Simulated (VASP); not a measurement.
Calculation: PBE GGA, VASP's PBE PAW potentials (set 64) (plane waves; VASP 6.6.1).

VASP ran on this input.

POSCAR:
```
Mn atom
1
   12.0000000000     0.0000000000     0.0000000000
    0.0000000000    12.5000000000     0.0000000000
    0.0000000000     0.0000000000    13.0000000000
Mn
1
Direct
  0.0000000000   0.0000000000   0.0000000000
```

KPOINTS:
```
Automatic mesh
0
Gamma
1 1 1
0 0 0
```

**INCAR**
```
# general
SYSTEM  = Mn atom
PREC    = Normal
ENCUT   = 520   # plane-wave cut-off (eV)
LREAL   = .False.   # projection in real space or not
LASPH   = .True.
ISYM    = 0

# electronic loop
EDIFF   = 1E-6
NELM    = 200   # most electronic steps
ALGO    = All   # all-band CG
LMAXMIX = 4   # l cut-off of mixed one-centre charges

# smearing
ISMEAR  = 0
SIGMA   = 0.01

# functional
GGA     = PE   # PBE

# spin
ISPIN   = 2   # spin-polarised
MAGMOM  = 5
NUPDOWN = 5

# output
LWAVE   = .False.
LCHARG  = .False.
LORBIT  = 10
```

POTCAR, in this order: Mn_pv (PBE.64 set). Program: vasp_gam. Read from the step before: WAVECAR.

What VASP printed:

### OSZICAR
```
       N       E                     dE             d eps       ncg     rms           ort
SDA:   1    -0.514750624179E+01   -0.51475E+01    0.00000E+00    13   0.168E-07   0.000E+00
SDA:   2    -0.514750624362E+01   -0.18379E-08   -0.23855E-08    13   0.491E-08   0.889E-08
   1 F= -.51475062E+01 E0= -.51475062E+01  d E =-.113041E-31  mag=     5.0000
```

File OUTCAR:
```
------------------------ aborting loop because EDIFF is reached ----------------------------------------
  FORCE on cell =-STRESS in cart. coord.  units (eV):
  Direction    XX          YY          ZZ          XY          YZ          ZX
  --------------------------------------------------------------------------------------
  Total       -0.0087643     -0.0037559     -0.0076587     -0.0000000      0.0000000     -0.0000000
  in kB       -0.0072010     -0.0030859     -0.0062926     -0.0000000      0.0000000     -0.0000000
  external PRESSURE =      -0.0055265 kB  Pullay stress =       0.0000000 kB
  volume of cell :     1950.00
      direct lattice vectors                 reciprocal lattice vectors
    12.000000000  0.000000000  0.000000000     0.083333333  0.000000000  0.000000000
     0.000000000 12.500000000  0.000000000     0.000000000  0.080000000  0.000000000
     0.000000000  0.000000000 13.000000000     0.000000000  0.000000000  0.076923077
 POSITION                                       TOTAL-FORCE (eV/Angst)
 -----------------------------------------------------------------------------------
      0.00000      0.00000      0.00000         0.000003     -0.000002     -0.000002
 -----------------------------------------------------------------------------------
    total drift:                                0.000003     -0.000002     -0.000002
  FREE ENERGIE OF THE ION-ELECTRON SYSTEM (eV)
  ---------------------------------------------------
  free  energy   TOTEN  =        -5.1475062436 eV

  energy  without entropy=       -5.1475062436  energy(sigma->0) =       -5.14750624

 total charge

# of ion       s       p       d       tot
------------------------------------------
    1        0.542   5.970   4.645  11.157

 magnetization (x)

# of ion       s       p       d       tot
------------------------------------------
    1        0.058  -0.001   4.645   4.702
```
(Selected blocks of OUTCAR.)

The atom may not be in its lowest state.

The cell is a free atom in a box.
